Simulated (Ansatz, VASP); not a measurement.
**Pd3Cl: VASP beside Ansatz**

```
CELL_PARAMETERS angstrom
2.78759 0.00000 0.00000
-1.39380 2.41413 0.00000
0.00000 0.00000 20.05212
ATOMIC_POSITIONS crystal
Pd 0.66667 0.33333 0.19948
Pd 0.33333 0.66667 0.31299
Pd 0.00000 0.00000 0.42649
Cl 0.66667 0.33333 0.53210
```

Alike in both runs: functional PBE; k mesh 12 × 12 × 1; occupations gaussian, width 0.1 eV; no spin polarisation.

Ansatz relaxed the structure, and its values are those at the end. VASP's run is a single point on that final structure, the one shown.

|  | VASP | Ansatz |
| --- | --- | --- |
| version | VASP 6.6.1 | Ansatz 0.2.0 |
| potentials or method | VASP PAW PBE potentials, release 64 (Pd, Cl) | scalar-relativistic, plane waves, PAW |
| plane-wave cutoff (eV) | 520 | 420 |
| valence electrons in the cell | 37 | 61 |

```csv
,VASP,Ansatz,Ansatz less VASP
gap on the k mesh at the Fermi level (eV),none,none,-
rms of the force components (eV/Å),0.065,0.065,+0.0007
```

A gap of «none» marks a metal or a gap that the smearing closes. The functional is the same, so the differences come from potentials, cutoffs and numerics. The two sets of potentials don't hold the same shells in valence.

Caveats: an odd number of electrons without spin polarisation forces a metal; a magnetic or distorted state may lie lower.
